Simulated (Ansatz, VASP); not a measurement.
# Cross-check of Cu (Cu(100)) between VASP and Ansatz, part 2 of 2

Wanted: the spread between two codes on one cell, functional and k mesh. The structure shown is the start of the Ansatz relaxation below; VASP solves that cell, so the two are compared at the walk's first step.

VASP 6.6.1 and Ansatz 0.2.0.

So far: The structure; Ansatz: relaxation, PBE; VASP: single point, PBE, start cell.

## Step 3: VASP: single point, PBE, start cell (continued)

Level of this step: PBE; plane waves and PAW (Cu) (VASP).

Numbers of over 12 decimals in the logs are rounded to 6 here.

OUTCAR, selected parts (step 3):

```text
ion  position               nearest neighbor table
   1  0.500  0.500  0.263-   2 2.55   2 2.55   2 2.55   2 2.55
   2  0.000  0.000  0.331-   1 2.55   1 2.55   1 2.55   1 2.55   3 2.55   3 2.55   3 2.55   3 2.55

  LATTYP: Found a simple tetragonal cell.
 ALAT       =     2.5526554801
 C/A-ratio  =    10.4342321977

 Subroutine GETGRP returns: Found 16 space group operations
 (whereof  8 operations were pure point group operations)

The static configuration has the point symmetry C_4v.
 The point group associated with its full space group is D_4h.

 Found     28 irreducible k-points:

   k-points           NKPTS =     28   k-points in BZ     NKDIM =     28   number of bands    NBANDS=     54

   dimension x,y,z NGX =    20 NGY =   20 NGZ =  200
   dimension x,y,z NGXF=    40 NGYF=   40 NGZF=  400

   ENCUT  =  520.0 eV  38.22 Ry    6.18 a.u.   4.75  4.75 49.52*2*pi/ulx,y,z

   NELECT =      88.0000    total number of electrons

 k-points in reciprocal lattice and weights: Automatic mesh
   0.00000000  0.00000000  0.00000000       0.007
   0.08333333  0.00000000  0.00000000       0.028
   0.16666667  0.00000000  0.00000000       0.028
   0.25000000  0.00000000  0.00000000       0.028
   0.33333333  0.00000000  0.00000000       0.028
   0.41666667  0.00000000  0.00000000       0.028
   0.50000000  0.00000000  0.00000000       0.014
   0.08333333  0.08333333  0.00000000       0.028
   0.16666667  0.08333333  0.00000000       0.056
[...]
0.50000000  0.41666667  0.00000000       0.028
   0.50000000  0.50000000  0.00000000       0.007

 dipolmoment           0.000000      0.000000     -0.000000 electrons x Angstroem

 average (electrostatic) potential at core
       1 -68.7847       2 -69.2140       3 -69.1981       4 -69.1990       5 -69.1990
       6 -69.1981       7 -69.2140       8 -68.7847

 E-fermi :   2.0836

 k-point     1 :       0.0000    0.0000    0.0000
  band No.  band energies     occupation
    ...
     43       0.6124      2.00000
     44       0.6124      2.00000
     45       0.6167      2.00000
     46       0.6170      2.00000
     47       1.3195      1.99904
     48       2.6089      0.01041
     49       3.3827      0.00000
     50       6.3703      0.00000
     51       6.7215      0.00000
     52       8.0276      0.00000
    ...

 k-point     2 :       0.0833    0.0000    0.0000
  band No.  band energies     occupation
    ...
     43       0.5496      2.00000
     44       0.6075      2.00000
     45       0.6309      2.00000
     46       0.6468      2.00000
     47       1.6901      1.96165
     48       2.9372      0.00039
     49       3.7603      0.00000
     50       6.5350      0.00000
     51       6.8780      0.00000
     52       8.1876      0.00000
    ...

 k-point     3 :       0.1667    0.0000    0.0000
  band No.  band energies     occupation
    ...
     42       0.4827      2.00000
     43       0.5142      2.00000
     44       0.6049      2.00000
     45       0.6086      2.00000
     46       1.1935      1.99973
     47       2.3974      0.08311
     48       3.7100      0.00000
     49       4.6703      0.00000
     50       7.0297      0.00000
     51       7.3433      0.00000
    ...

  Total       -0.0568389     -0.0568389      0.9222495      0.0000000      0.0000000      0.0000000
  in kB       -0.5247097     -0.5247097      8.5137696      0.0000000      0.0000000      0.0000000
  external PRESSURE =       2.4881167 kB  Pullay stress =       0.0000000 kB

  energy-cutoff  :      520.00
  volume of cell :      173.55
      direct lattice vectors                 reciprocal lattice vectors
     2.552655480  0.000000000  0.000000000     0.391748909  0.000000000  0.000000000
     0.000000000  2.552655480  0.000000000     0.000000000  0.391748909  0.000000000
     0.000000000  0.000000000 26.635000000     0.000000000  0.000000000  0.037544584

 POSITION                                       TOTAL-FORCE (eV/Angst)
 -----------------------------------------------------------------------------------
      1.27633      1.27633      7.00000         0.000000      0.000000      0.072894
      0.00000      0.00000      8.80500         0.000000     -0.000000     -0.220514
      1.27633      1.27633     10.61000         0.000000      0.000000      0.008966
      0.00000      0.00000     12.41500         0.000000      0.000000      0.008999
      1.27633      1.27633     14.22000         0.000000     -0.000000     -0.008999
      0.00000      0.00000     16.02500         0.000000      0.000000     -0.008966
      1.27633      1.27633     17.83000         0.000000     -0.000000      0.220514
      0.00000      0.00000     19.63500         0.000000     -0.000000     -0.072894
 -----------------------------------------------------------------------------------
    total drift:                               -0.000246     -0.000246      0.000127

  FREE ENERGIE OF THE ION-ELECTRON SYSTEM (eV)
  ---------------------------------------------------
  free  energy   TOTEN  =       -28.6595890906 eV

  energy  without entropy=      -28.5578833919  energy(sigma->0) =      -28.60873624

 vacuum level on the upper side and lower side of the slab         6.645         6.645

 total charge
# of ion       s       p       d       tot
------------------------------------------
    1        0.442   0.259   9.207   9.909
    2        0.444   0.380   9.175   9.999
    3        0.447   0.387   9.172  10.007
    4        0.449   0.386   9.172  10.007
    5        0.449   0.386   9.172  10.007
    6        0.447   0.387   9.172  10.007
    7        0.444   0.380   9.175   9.999
    8        0.442   0.259   9.207   9.909
--------------------------------------------------
tot          3.565   2.824  73.453  79.842

[... 3 further parts left out ...]
```

## Step 4: Side by side

Known differences besides the potentials themselves: the data sets hold 152 valence electrons in Ansatz (on its default PAW (the set named soft_2) files) and 88 in VASP; the cutoff is 420 eV in Ansatz and 520 eV in VASP. Total energies have different zeros and are not compared.

Forces (eV/Å; atoms numbered as in POSCAR):

```
atom        Ansatz x, y, z          VASP x, y, z
 Cu1   0.000, 0.000, 0.100   0.000, 0.000, 0.073
 Cu2  0.000, 0.000, -0.221  0.000, 0.000, -0.221
 Cu3   0.000, 0.000, 0.010   0.000, 0.000, 0.009
 Cu4   0.000, 0.000, 0.009   0.000, 0.000, 0.009
 Cu5  0.000, 0.000, -0.010  0.000, 0.000, -0.009
 Cu6  0.000, 0.000, -0.010  0.000, 0.000, -0.009
 Cu7   0.000, 0.000, 0.221   0.000, 0.000, 0.221
 Cu8  0.000, 0.000, -0.100  0.000, 0.000, -0.073
```

The forces differ by 7.9 meV/Å r.m.s., which is 11.7 % of the r.m.s. force of 0.067 eV/Å (both taken over all components). With vacuum in the cell, a pressure given here is an average over mostly empty space and none of the material.

## Step 5: Outcome

| Item | Value |
| --- | --- |
| r.m.s. force difference (single point, PBE, start cell) | 7.9 meV/Å |

The r.m.s. force difference is 7.9 meV/Å (single point, PBE, start cell), within the 12 meV/Å picked in this series as the mark of a large difference. The data sets hold unlike numbers of valence electrons (152 in Ansatz and 88 in VASP), so part of the differences comes from the potentials. 1 further run of this series is not shown here. Such differences can come from data sets, numerical settings and the points named under the comparisons, not from the functional's error against experiment.

[Lines on the potential files, build, host, timing and source positions are cut from VASP's logs without a mark.]

[Logs are printed without paths, hosts, clocks, repeated set-up lines and the standing remarks that a program may print on its own settings, such as how far it seeks lower states.]

[Hosts, paths, dates, database ids (printed as entryN), source tags and the programs' standing remarks are cut or masked in the printed files.]
